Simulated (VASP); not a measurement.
Data:

```yaml
crystal:
  lattice:
    - [0.00000, 2.55620, 2.55620]
    - [2.55620, 0.00000, 2.55620]
    - [2.55620, 2.55620, 0.00000]
  atoms:
    - { symbol: Sr, position: [0.00000, 0.00000, 0.00000] }
    - { symbol: O, position: [0.50000, 0.50000, 0.50000] }
```

The numbers are results of rev-vdW-DF2, VASP's PBE PAW potentials (set 64) (plane waves; VASP), not measurements. Numerical set-up: 520 eV cut-off, 9×9×9 Γ-centred mesh, Gaussian smearing of 0.050 eV, potentials Sr_sv O.

Problem. The job: SrO (rock salt), 2 atoms, rev-vdW-DF2, static run, 520 eV, 9×9×9 Γ-centred mesh. Roughly how much core time does it take on a busy server core?

Solution. About 30 core-seconds (one run on a shared machine, a rough figure). It had 35 irreducible k-points, 12 bands, up to 914 plane waves and 15 electronic steps.

The compound is SrO in the rock salt structure. This cell is one point of a volume scan, at 0.97 of the reference volume.
